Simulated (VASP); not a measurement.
Output of a VASP run:

File OUTCAR:
```
 ion  position               nearest neighbor table
   1  0.500  0.500  0.500-   2 2.57   2 2.57   2 2.57   2 2.57   2 2.57   2 2.57   2 2.57   2 2.57
  LATTYP: Found a simple cubic cell.
 ALAT       =     2.9682000000
 Subroutine PRICEL returns:
 Original cell was already a primitive cell.
 Subroutine GETGRP returns: Found 48 space group operations
The static configuration has the point symmetry O_h .
The dynamic configuration has the point symmetry O_h .
 Subroutine INISYM returns: Found 48 space group operations
 Subroutine IBZKPT returns following result:
 Found     56 irreducible k-points:

 Following reciprocal coordinates:
            Coordinates               Weight
  0.000000  0.000000  0.000000      1.000000
  0.090909  0.000000  0.000000      6.000000
  0.181818  0.000000  0.000000      6.000000
  0.272727  0.000000  0.000000      6.000000
  0.363636  0.000000  0.000000      6.000000
  0.454545  0.000000  0.000000      6.000000
  0.090909  0.090909  0.000000     12.000000
  0.181818  0.090909  0.000000     24.000000
  0.272727  0.090909  0.000000     24.000000
  0.363636  0.090909  0.000000     24.000000
  0.454545  0.090909  0.000000     24.000000
  0.181818  0.181818  0.000000     12.000000
  0.272727  0.181818  0.000000     24.000000
  0.363636  0.181818  0.000000     24.000000
  0.454545  0.181818  0.000000     24.000000
  0.272727  0.272727  0.000000     12.000000
  0.363636  0.272727  0.000000     24.000000
  0.454545  0.272727  0.000000     24.000000
  0.363636  0.363636  0.000000     12.000000
  0.454545  0.363636  0.000000     24.000000
  0.454545  0.454545  0.000000     12.000000
  0.090909  0.090909  0.090909      8.000000
  0.181818  0.090909  0.090909     24.000000
  0.272727  0.090909  0.090909     24.000000
  0.363636  0.090909  0.090909     24.000000
  0.454545  0.090909  0.090909     24.000000
  0.181818  0.181818  0.090909     24.000000
  0.272727  0.181818  0.090909     48.000000
  0.363636  0.181818  0.090909     48.000000
  0.454545  0.181818  0.090909     48.000000
  0.272727  0.272727  0.090909     24.000000
  0.363636  0.272727  0.090909     48.000000
  0.454545  0.272727  0.090909     48.000000
  0.363636  0.363636  0.090909     24.000000
  0.454545  0.363636  0.090909     48.000000
  0.454545  0.454545  0.090909     24.000000
  0.181818  0.181818  0.181818      8.000000
  0.272727  0.181818  0.181818     24.000000
  0.363636  0.181818  0.181818     24.000000
  0.454545  0.181818  0.181818     24.000000
   k-points           NKPTS =     56   k-points in BZ     NKDIM =     56   number of bands    NBANDS=      9
   number of dos      NEDOS =    301   number of ions     NIONS =      2
   total plane-waves  NPLWV =   8000
   dimension x,y,z NGX =    20 NGY =   20 NGZ =   20
   dimension x,y,z NGXF=    40 NGYF=   40 NGZF=   40
   ions per type =               1   1
   PREC   = accura    normal or accurate (medium, high low for compatibility)
   ISTART =      0    job   : 0-new  1-cont  2-samecut
   ICHARG =      2    charge: 1-file 2-atom 10-const
   ISPIN  =      1    spin polarized calculation?
   LNONCOLLINEAR =      F non collinear calculations
   LSORBIT =      F    spin-orbit coupling
   INIWAV =      1    electr: 0-lowe 1-rand  2-diag
   ENCUT  =  400.0 eV  29.40 Ry    5.42 a.u.   4.84  4.84  4.84*2*pi/ulx,y,z
   NELM   =    100;   NELMIN=  2; NELMDL= -5     # of ELM steps
   EDIFF  = 0.1E-05   stopping-criterion for ELM
   LREAL  =      F    real-space projection
   NLSPLINE    = F    spline interpolate recip. space projectors
   LMAXMIX     =    4 max onsite mixed and CHGCAR
   VOSKOWN=      0    Vosko Wilk Nusair interpolation
   EDIFFG = 0.1E-04   stopping-criterion for IOM
   NSW    =      0    number of steps for IOM
   NBLOCK =      1;   KBLOCK =      1    inner block; outer block
   IBRION =     -1    ionic relax: 0-MD 1-quasi-New 2-CG
   NFREE  =      0    steps in history (QN), initial steepest desc. (CG)
...
```

### OSZICAR
```
       N       E                     dE             d eps       ncg     rms          rms(c)
DAV:   1     0.273071718288E+02    0.27307E+02   -0.41842E+03  1008   0.968E+02
DAV:   2    -0.133321163312E+02   -0.40639E+02   -0.39208E+02  1011   0.171E+02
DAV:   3    -0.144062213331E+02   -0.10741E+01   -0.10560E+01  1196   0.358E+01
DAV:   4    -0.144279957858E+02   -0.21774E-01   -0.21758E-01  1305   0.477E+00
DAV:   5    -0.144283416656E+02   -0.34588E-03   -0.34587E-03  1235   0.489E-01    0.132E+01
DAV:   6    -0.174407759629E+02   -0.30124E+01   -0.86598E+01  1147   0.138E+02    0.213E+01
DAV:   7    -0.125109493204E+02    0.49298E+01   -0.44777E+01  1129   0.869E+01    0.250E+00
DAV:   8    -0.124937358743E+02    0.17213E-01   -0.22485E-01  1047   0.517E+00    0.155E+00
DAV:   9    -0.124806098434E+02    0.13126E-01   -0.47716E-02  1199   0.341E+00    0.414E-01
DAV:  10    -0.124801487435E+02    0.46110E-03   -0.10387E-03  1240   0.360E-01    0.139E-01
DAV:  11    -0.124801417419E+02    0.70016E-05   -0.26978E-05  1334   0.594E-02    0.233E-02
DAV:  12    -0.124801405090E+02    0.12329E-05   -0.41562E-06  1095   0.224E-02    0.456E-03
DAV:  13    -0.124801402226E+02    0.28642E-06   -0.40652E-07   535   0.662E-03
   1 F= -.12480140E+02 E0= -.12480110E+02  d E =-.892466E-04
```

OUTCAR:
```
------------------------ aborting loop because EDIFF is reached ----------------------------------------
  FORCE on cell =-STRESS in cart. coord.  units (eV):
  Direction    XX          YY          ZZ          XY          YZ          ZX
  --------------------------------------------------------------------------------------
  Total       -2.4638964     -2.4638964     -2.4638964     -0.0000000     -0.0000000      0.0000000
  in kB     -150.9570999   -150.9570999   -150.9570999     -0.0000000     -0.0000000      0.0000000
  external PRESSURE =    -150.9570999 kB  Pullay stress =       0.0000000 kB
  volume of cell :       26.15
      direct lattice vectors                 reciprocal lattice vectors
     2.968200000  0.000000000  0.000000000     0.336904521  0.000000000  0.000000000
     0.000000000  2.968200000  0.000000000     0.000000000  0.336904521  0.000000000
     0.000000000  0.000000000  2.968200000     0.000000000  0.000000000  0.336904521
 POSITION                                       TOTAL-FORCE (eV/Angst)
 -----------------------------------------------------------------------------------
      1.48410      1.48410      1.48410         0.000000      0.000000      0.000000
      0.00000      0.00000      0.00000         0.000000      0.000000      0.000000
 -----------------------------------------------------------------------------------
    total drift:                               -0.000000      0.000000     -0.000000
  FREE ENERGIE OF THE ION-ELECTRON SYSTEM (eV)
  ---------------------------------------------------
  free  energy   TOTEN  =       -12.4801402226 eV

  energy  without entropy=      -12.4800509760  energy(sigma->0) =      -12.48011047
```
(Selected blocks of OUTCAR.)

### POSCAR
```
FeAl
1
    2.9682000000     0.0000000000     0.0000000000
    0.0000000000     2.9682000000     0.0000000000
    0.0000000000     0.0000000000     2.9682000000
Al Fe
1 1
Direct
  0.5000000000   0.5000000000   0.5000000000
  0.0000000000   0.0000000000   0.0000000000
```

Q: Reconstruct the remaining input files.

A: This is not unique; one that fits is the input of the run itself, PBE GGA, plane waves, VASP's PBE PAW potentials (set 64).

INCAR:
```
ALGO  =  Normal
EDIFF  =  1E-6
ENCUT  =  400
GGA  =  PE
ISIF  =  2
ISMEAR  =  1
LASPH  =  .True.
LCHARG  =  .False.
LMAXMIX  =  4
LREAL  =  .False.
LWAVE  =  .False.
NELM  =  100
PREC  =  Accurate
SIGMA  =  0.1
SYSTEM  =  FeAl
```

**KPOINTS**
```
Automatic mesh
0
Gamma
11 11 11
0 0 0
```

POTCAR, in this order: Al Fe (PBE.64 set). Program: vasp_std.

The compound is FeAl in the CsCl type structure. The cell was not relaxed at this level. The run is not spin-polarised, so no magnetic state was tried. The electron count is odd and the run is not spin-polarised, which forces a metal.
